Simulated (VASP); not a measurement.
Consider the following.

```
CELL_PARAMETERS angstrom
      2.20743    -3.82337     0.00000
      2.20743     3.82337     0.00000
      0.00000     0.00000     5.05026
ATOMIC_POSITIONS crystal
  Se 0.00000 0.21987 0.66667
  Se 0.78013 0.78013 0.00000
  Se 0.21987 0.00000 0.33333
```

Calculation: PBE GGA, VASP's PBE PAW potentials (set 64) (plane waves; VASP). Settings: 480 eV cut-off, 6×6×6 Γ-centred mesh, Gaussian smearing of 0.050 eV, potentials Se.

Without a dispersion term in the relaxation, distances and binding between the weakly bound layers, chains or molecules are unreliable, and so is what depends on them.

The ions are relaxed. What does this cell relax into?

```
CELL_PARAMETERS angstrom
      2.20743    -3.82337     0.00000
      2.20743     3.82337     0.00000
      0.00000     0.00000     5.05026
ATOMIC_POSITIONS crystal
  Se 0.00000 0.22554 0.66667
  Se 0.77446 0.77446 0.00000
  Se 0.22554 0.00000 0.33333
```
Space group P3_121 (152), at a tolerance of 0.03 Å.

How much energy does the relaxation gain?

The energy (σ→0) changes by -4.7 meV/atom, in 3 ionic steps.

The compound is Se in the trig structure. This cell was strained or had an atom moved on purpose. Symmetry was kept, so distortions that lower it aren't found.
